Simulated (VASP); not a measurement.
# Zn (P6_3/mmc) in VASP: a series of runs, part 2 of 2

VASP 6.6.1. The steps go on from the part before.

### 4 Relaxation of shape and atoms at fixed volume, PBE (a relaxed cell with its volume scaled by 0.98)

Contents of INCAR:

```
ALGO = Normal
EDIFF = 1E-7
EDIFFG = -0.01
ENCUT = 600
GGA = PE
IBRION = 2
ISIF = 4
ISMEAR = 1
LASPH = T
LCHARG = F
LREAL = F
LWAVE = F
NELM = 80
NSW = 40
PREC = Accurate
SIGMA = 0.1
```

Contents of KPOINTS:

```
k-points
0
Gamma
  18 18 8
```

Contents of POSCAR:

```
Zn                                      
1.0
    2.6184756994     -0.0000000000      0.0000000000
   -1.3092378498      2.2676664749      0.0000000000
    0.0000000000     -0.0000000000      5.0832483636
  Zn            
     2
Direct
     0.3333333332999970    0.6666666667000030    0.2500000000000000
     0.6666666667000030    0.3333333332999970    0.7500000000000000
```

Run with:

```sh
cat potpaw_PBE.64/Zn/POTCAR > POTCAR
mpirun -np 1 vasp_std > vasp.out
```

It took 3.3 min on 1 thread of Intel Xeon Platinum 8488C (Sapphire Rapids), shared host; peak memory 0.22 GiB.

The run converged. Its results:

| Quantity | Value |
| --- | --- |
| Free energy | -2.2168 eV |
| Energy gained by relaxing | 0.3 meV/atom |
| Ionic steps | 5 |
| Pressure after relaxing | 1.2 GPa |
| Band gap on the k mesh | none (metal or under the smearing width) |

The path:
```csv
step,energy change (eV),largest force (eV/Å),pressure (GPa)
1,0.0000,0.0000,1.57
2,-0.0003,0.0000,1.47
3,-0.0005,0.0000,1.33
4,-0.0003,0.0000,1.01
5,-0.0005,0.0000,1.24
```

Final structure:
```cif
data_structure
_symmetry_space_group_name_H-M 'P 1'
_symmetry_Int_Tables_number 1
_cell_length_a 2.6285
_cell_length_b 2.6285
_cell_length_c 5.0445
_cell_angle_alpha 90.000
_cell_angle_beta 90.000
_cell_angle_gamma 120.000
_cell_volume 30.18
loop_
_atom_site_label
_atom_site_type_symbol
_atom_site_fract_x
_atom_site_fract_y
_atom_site_fract_z
_atom_site_occupancy
Zn1 Zn 0.33333 0.66667 0.25000 1
Zn2 Zn 0.66667 0.33333 0.75000 1
```

Levels at points of the mesh, in eV from the Fermi level:
| k point | band 10 | band 11 | band 12 | band 13 | band 14 | band 15 |
| --- | --- | --- | --- | --- | --- | --- |
| (0.00, 0.00, 0.00) | -7.17 | -7.17 | -3.86 | -3.45 | 12.55 | 16.37 |
| (0.50, 0.00, 0.00) | -6.94 | -2.80 | -2.05 | 2.40 | 3.53 | 3.93 |
| (0.00, 0.00, 0.50) | -7.24 | -7.24 | -7.24 | 3.95 | 3.95 | 19.41 |
| (0.50, 0.00, 0.50) | -6.95 | -1.88 | -1.88 | 0.22 | 0.22 | 9.73 |

### 5 Relaxation of shape and atoms at fixed volume, PBE

INCAR is that of step 4.

KPOINTS is that of step 4.

Contents of POSCAR:

```
Zn                                      
1.0
    2.6361686395     -0.0000000000      0.0000000000
   -1.3180843198      2.2829890105      0.0000000000
    0.0000000000     -0.0000000000      5.1175956782
  Zn            
     2
Direct
     0.3333333332999970    0.6666666667000030    0.2500000000000000
     0.6666666667000030    0.3333333332999970    0.7500000000000000
```

Run with:

```sh
cat potpaw_PBE.64/Zn/POTCAR > POTCAR
mpirun -np 1 vasp_std > vasp.out
```

Wall time 61 s (1 thread of Intel Xeon Platinum 8488C (Sapphire Rapids), shared host); peak memory 0.22 GiB.

The run converged. Its results:

```yaml
Free_energy: -2.2195 eV
Pressure_after_relaxing: 0.0 GPa
Band_gap_on_the_k_mesh: none (metal or under the smearing width)
```

Final structure:
```
Zn
1.0
     2.63617    0.00000    0.00000
    -1.31808    2.28299    0.00000
     0.00000    0.00000    5.11760
Zn
2
Direct
  0.33333 0.66667 0.25000
  0.66667 0.33333 0.75000
```

Levels at points of the mesh, in eV from the Fermi level:
```
           k point  band 8  band 9  band 10  band 11  band 12  band 13  band 14  band 15  band 16
(0.00, 0.00, 0.00)   -7.24   -7.24    -7.08    -7.08    -3.74    -3.53    12.08    15.91    18.21
(0.50, 0.00, 0.00)   -7.12   -6.87    -6.85    -2.64    -1.93     2.34     3.58     3.81     5.64
(0.00, 0.00, 0.50)   -7.60   -7.15    -7.15    -7.15    -7.15     3.75     3.75    19.39    19.39
(0.50, 0.00, 0.50)   -7.12   -6.86    -6.86    -1.75    -1.75     0.28     0.28     9.52     9.52
```

Caveat: the relaxation stopped at its first step, so nothing moved.

### 6 Relaxation of shape and atoms at fixed volume, PBE (a relaxed cell with its volume scaled by 1.02)

INCAR is that of step 5.

KPOINTS is that of step 5.

Contents of POSCAR:

```
Zn                                      
1.0
    2.6536272187     -0.0000000000      0.0000000000
   -1.3268136094      2.2981085836      0.0000000000
    0.0000000000     -0.0000000000      5.1514880281
  Zn            
     2
Direct
     0.3333333332999970    0.6666666667000030    0.2500000000000000
     0.6666666667000030    0.3333333332999970    0.7500000000000000
```

Potentials or basis: VASP PAW PBE potentials, release 64 (Zn).

Run with:

```sh
cat potpaw_PBE.64/Zn/POTCAR > POTCAR
mpirun -np 1 vasp_std > vasp.out
```

Run time: 2.1 min. Hardware: 1 thread of Intel Xeon Platinum 8488C (Sapphire Rapids), shared host; peak memory 0.23 GiB.

It converged, with:

- Free energy: -2.2171 eV
- Energy gained by relaxing: 0.1 meV/atom
- Ionic steps: 3
- Pressure after relaxing: -1.4 GPa
- Band gap on the k mesh: none (metal or under the smearing width)

Step by step:
```csv
step,energy change (eV),largest force (eV/Å),pressure (GPa)
1,0.0000,0.0000,-1.42
2,-0.0002,0.0000,-1.35
3,-0.0003,0.0000,-1.36
```

Final structure:
```
Zn
1.0
     2.64860    0.00000    0.00000
    -1.32430    2.29375    0.00000
     0.00000    0.00000    5.17108
Zn
2
Direct
  0.33333 0.66667 0.25000
  0.66667 0.33333 0.75000
```

Levels at points of the mesh, in eV from the Fermi level:
| k point | band 10 | band 11 | band 12 | band 13 | band 14 | band 15 |
| --- | --- | --- | --- | --- | --- | --- |
| (0.00, 0.00, 0.00) | -7.01 | -7.01 | -3.61 | -3.55 | 11.79 | 15.61 |
| (0.50, 0.00, 0.00) | -6.79 | -2.52 | -1.85 | 2.30 | 3.61 | 3.71 |
| (0.00, 0.00, 0.50) | -7.08 | -7.08 | -7.08 | 3.65 | 3.65 | 19.24 |
| (0.50, 0.00, 0.50) | -6.79 | -1.64 | -1.64 | 0.29 | 0.29 | 9.38 |

### 7 Overview

| cell | gap on the mesh (eV) | pressure (GPa) |
| --- | --- | --- |
| atoms relaxed at fixed volume from: a relaxed cell with its volume scaled by 0.94 | none | 3.9 |
| atoms relaxed at fixed volume from: a relaxed cell with its volume scaled by 0.96 | none | 2.7 |
| atoms relaxed at fixed volume from: a relaxed cell with its volume scaled by 0.98 | none | 1.2 |
| atoms relaxed at fixed volume | none | 0.0 |
| atoms relaxed at fixed volume from: a relaxed cell with its volume scaled by 1.02 | none | -1.4 |

Alike in all rows: task relaxation of shape and atoms at fixed volume; level PBE; potentials or basis VASP PAW PBE potentials, release 64 (Zn); no spin polarisation; k mesh 18 × 18 × 8; cutoff (eV) 600; smearing methfessel-paxton 0.1 eV.

Caveats: the relaxation stopped at its first step, so nothing moved (some runs).

Total energies depend on the potentials used, so only differences within one code and one set of settings carry meaning.
